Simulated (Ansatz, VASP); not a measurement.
# Cross-check of HfO2 between VASP and Ansatz, part 3 of 3

One calculation is typed for both programs; each brings its own data sets. How far apart do they land? The structure shown is the start of the Ansatz relaxation below; VASP solves that cell, so the two are compared at the walk's first step.

VASP 6.6.1 and Ansatz 0.2.0.

So far. Step 7 (VASP: single point, LDA, start cell, pair 2): The run ends at a pressure of -14.93 GPa, with forces up to 0.20 eV/Å.

## 10. Ansatz: relaxation, LDA

Level of this step: Ansatz beside VASP: Kohn-Sham DFT, plane waves, LDA (Ansatz).

The two programs are compared at the cell with which this relaxation starts, whose forces are those of its first step. The cell compared in this pair holds 126.94 Å³, against 140.72 Å³ for the pair before.

The structure compared here is the start of the Ansatz relaxation; VASP solves that cell, so the two are compared at the walk's first step.

Input file input.yaml:

```yaml
crystal:
  lattice:
    - [4.8458853428, 0.0, -0.0008350451]
    - [0.0, 4.9350064584, 0.0]
    - [-0.8133126156, 0.0, 5.3083112173]
  atoms:
    - { symbol: O, position: [0.4401083472, 0.7580818273, 0.4769172353] }
    - { symbol: O, position: [0.5598916528, 0.2580818273, 0.0230827647] }
    - { symbol: O, position: [0.5598916528, 0.2419181727, 0.5230827647] }
    - { symbol: O, position: [0.4401083472, 0.7419181727, 0.9769172353] }
    - { symbol: O, position: [0.0671333624, 0.3237105111, 0.355797175] }
    - { symbol: O, position: [0.9328666376, 0.8237105111, 0.144202825] }
    - { symbol: O, position: [0.9328666376, 0.6762894889, 0.644202825] }
    - { symbol: O, position: [0.0671333624, 0.1762894889, 0.855797175] }
    - { symbol: Hf, position: [0.2799646511, 0.0431340279, 0.2094652633] }
    - { symbol: Hf, position: [0.7200353489, 0.5431340279, 0.2905347367] }
    - { symbol: Hf, position: [0.7200353489, 0.9568659721, 0.7905347367] }
    - { symbol: Hf, position: [0.2799646511, 0.4568659721, 0.7094652633] }
kpoints:
  mp_grid: { grid: [4, 4, 4] }
hamiltonian:
  xc: lda
  pseudopotentials: { kind: paw, azcp: { folder: soft_1 }, xc_functional: pbe }
scf:
  occupations: { method: fixed }
output:
  forces: true
  stress: true
  eigenvalues: true
relax:
  adjacent_minimum: "off"
  f_tol: 0.001
  max_steps: 60
  cell: { stress_tol: 0.01, fix: [a, b, gamma] }
```

The run is started by

```console
ansatz run input.yaml --threads 8 --pin off --max-ram 20480MiB --backend cpu --events-out ev --progress --plain --runs-dir out
```

Numbers of over 12 decimals in the logs are rounded to 6 here.

What it wrote:

```text
[...]
Crystal: 12 atoms, lattice volume = 126.942 Å³
Basis set: ecut = 420 eV, 2479 PW (Γ)
Bands: 92, of which v1, the nominal top of the filled ones, is band 76 counted from 1 (75 counted from 0)
Symmetry: 4 space group operations
[...]
k-points: 30 of 64
[...]
- { symbol: O, position: [0.058837, 0.307733, 0.369290] }
    - { symbol: O, position: [0.941163, 0.807733, 0.130710] }
    - { symbol: O, position: [0.941163, 0.692267, 0.630710] }
    - { symbol: O, position: [0.058837, 0.192267, 0.869290] }
    - { symbol: Hf, position: [0.279134, 0.043131, 0.210491] }
    - { symbol: Hf, position: [0.720866, 0.543131, 0.289509] }
    - { symbol: Hf, position: [0.720866, 0.956869, 0.789509] }
    - { symbol: Hf, position: [0.279134, 0.456869, 0.710491] }
[key lines of the parts left out:]
SCF converged after 5 iterations
Free energy (F): -66374.595821 eV
Fermi energy:    13.917480 eV
P = ⅓ Tr σ = 12.4059 GPa (124.059 kbar)
```

## 11. VASP: single point, LDA, start cell, pair 3

The same cell, functional (in two slightly different forms) and mesh now go to VASP, with its own data sets.

Input file INCAR:

```
SYSTEM = HfO2
PREC = Accurate
ENCUT = 520
EDIFF = 1E-06
NELM = 120
ISMEAR = 0
SIGMA = 0.01
LREAL = .FALSE.
ALGO = Normal
GGA = CA
NBANDS = 56
LASPH = .TRUE.
LORBIT = 11
LWAVE = .FALSE.
LCHARG = .FALSE.
ISIF = 2
GGA_COMPAT = .FALSE.
EFERMI = MIDGAP
KPAR = 2
```

Input file POSCAR:

```
HfO2
1.0
    4.8458850000      0.0000000000     -0.0008350000
    0.0000000000      4.9350060000      0.0000000000
   -0.8133130000      0.0000000000      5.3083110000
O Hf
8 4
Direct
    0.4401084759      0.7580819557      0.4769173265
    0.5598916431      0.2580817531      0.0230827677
    0.5598917621      0.2419182469      0.5230828619
    0.4401083569      0.7419182469      0.9769172323
    0.0671333446      0.3237104474      0.3557971747
    0.9328667428      0.8237106500      0.1442027311
    0.9328666554      0.6762895526      0.6442028253
    0.0671334636      0.1762895526      0.8557972689
    0.2799647171      0.0431340914      0.2094652650
    0.7200354019      0.5431340914      0.2905348292
    0.7200354893      0.9568661112      0.7905347350
    0.2799648361      0.4568661112      0.7094653593
```

Input file KPOINTS:

```
Automatic mesh
0
Gamma
4 4 4
0 0 0
```

The projector-augmented-wave data sets are O and Hf_pv (LDA family, release 64).

The run is started by

```console
mpirun -np 2 vasp_std
```

What it wrote:

```text
[... set-up lines as in an earlier step ...]
 entering main loop
       N       E                     dE             d eps       ncg     rms          rms(c)
DAV:   1     0.559853625510E+03    0.55985E+03   -0.50919E+04  3360   0.159E+03
DAV:   2    -0.119573491390E+03   -0.67943E+03   -0.65922E+03  4240   0.411E+02
DAV:   3    -0.152722388245E+03   -0.33149E+02   -0.33029E+02  3984   0.832E+01
DAV:   4    -0.153121988866E+03   -0.39960E+00   -0.39897E+00  4152   0.989E+00
[...]
DAV:  13    -0.132404513966E+03    0.28740E-04   -0.13502E-04  3856   0.539E-02    0.363E-02
DAV:  14    -0.132404513737E+03    0.22932E-06   -0.14845E-05  4192   0.188E-02    0.418E-02
DAV:  15    -0.132404513712E+03    0.25422E-07   -0.11551E-06  2376   0.514E-03
   1 F= -.13240451E+03 E0= -.13240451E+03  d E =0.000000E+00
```

Parts of OUTCAR (step 11):

```text
  Total       15.3217354     15.8820004      0.8252168      0.0000000      0.0000000      0.0915569
  in kB      193.3805798    200.4518659     10.4153276      0.0000000      0.0000000      1.1555691
  external PRESSURE =     134.7492578 kB  Pullay stress =       0.0000000 kB

 POSITION                                       TOTAL-FORCE (eV/Angst)
 -----------------------------------------------------------------------------------
      1.74483      3.74114      2.53126        -0.097495      0.030650      0.007313
      2.69440      1.27364      0.12206         0.097495      0.030650     -0.007313
      2.28774      1.19387      2.77622         0.097495     -0.030650     -0.007313
      1.33818      3.66137      5.18541        -0.097495     -0.030650      0.007313
      0.03595      1.59751      1.88863         0.001141      0.008201      0.077553
      4.40328      4.06502      0.76469        -0.001141      0.008201     -0.077553
      3.99663      3.33749      3.41885        -0.001141     -0.008201     -0.077553
     -0.37071      0.86999      4.54278         0.001141     -0.008201      0.077553
      1.18632      0.21287      1.11167         0.192243     -0.050265     -0.012885
      3.25291      2.68037      1.54165        -0.192243     -0.050265      0.012885
      2.84626      4.72214      4.19580        -0.192243      0.050265      0.012885
      0.77966      2.25464      3.76583         0.192243      0.050265     -0.012885
 -----------------------------------------------------------------------------------
    total drift:                                0.001275      0.002484     -0.003089

  FREE ENERGIE OF THE ION-ELECTRON SYSTEM (eV)
  ---------------------------------------------------
  free  energy   TOTEN  =      -132.4045137117 eV

  energy  without entropy=     -132.4045137117  energy(sigma->0) =     -132.40451371

[... 1 part as in an earlier step ...]

[... 2 further parts left out ...]
[key lines of the parts left out:]
E-fermi :   5.4726
```

The run ends at a pressure of 13.47 GPa, with forces up to 0.20 eV/Å.

## 12. Side by side

What differs besides the data sets and the points named for the pairs above, as far as they apply: the data sets hold 152 valence electrons in Ansatz (on its PAW soft_1 files) and 88 in VASP. Total energies have different zeros and are not compared.

Forces on 7 of the 12 atoms, those with the largest forces and the largest differences (eV/Å; atoms numbered as in POSCAR):

```csv
atom,"Ansatz x, y, z","VASP x, y, z"
O1,"-0.134, 0.046, 0.000","-0.097, 0.031, 0.007"
O2,"0.134, 0.046, 0.000","0.097, 0.031, -0.007"
O3,"0.134, -0.046, 0.000","0.097, -0.031, -0.007"
Hf9,"0.228, -0.035, 0.058","0.192, -0.050, -0.013"
Hf10,"-0.228, -0.035, -0.058","-0.192, -0.050, 0.013"
Hf11,"-0.228, 0.035, -0.058","-0.192, 0.050, 0.013"
Hf12,"0.228, 0.035, 0.058","0.192, 0.050, -0.013"
```

The forces differ by 32 meV/Å r.m.s., which is 40.6 % of the r.m.s. force of 0.079 eV/Å (both taken over all components).

## 13. What the set-up changes

Further runs change the set-up of one program: Ansatz's method, potentials or start, or VASP's data sets, cutoff or form of LDA. The table gives that difference for each run.

```csv
run,r.m.s. force difference (meV/Å)
as above,32
VASP with a cutoff of 600 eV (perhaps on Ansatz's relaxed cell),34
```

## 14. Summary of results

* r.m.s. force difference (single point, LDA, start cell, pair 1): 28 meV/Å
* r.m.s. force difference (single point, LDA, start cell, pair 2): 29 meV/Å
* r.m.s. force difference (single point, LDA, start cell, pair 3): 32 meV/Å

**Reading.** The r.m.s. force difference is 32 meV/Å (single point, LDA, start cell, pair 3), beyond the 12 meV/Å picked in this series as the mark of a large difference. The data sets hold unlike numbers of valence electrons (152 in Ansatz and 88 in VASP), so part of the differences comes from the potentials. Such differences can come from data sets, numerical settings and the points named under the comparisons, not from the functional's error against experiment.

[Lines on the potential files, build, host, timing and source positions are cut from VASP's logs without a mark.]

[Logs are printed without paths, hosts, clocks, repeated set-up lines and the standing remarks that a program may print on its own settings, such as how far it seeks lower states.]

[Hosts, paths, dates, database ids (printed as entryN), source tags and the programs' standing remarks are cut or masked in the printed files.]

[Rows of further runs with another cutoff or data set may stand on the cell that Ansatz relaxed, not on the start cell of the pair above them.]
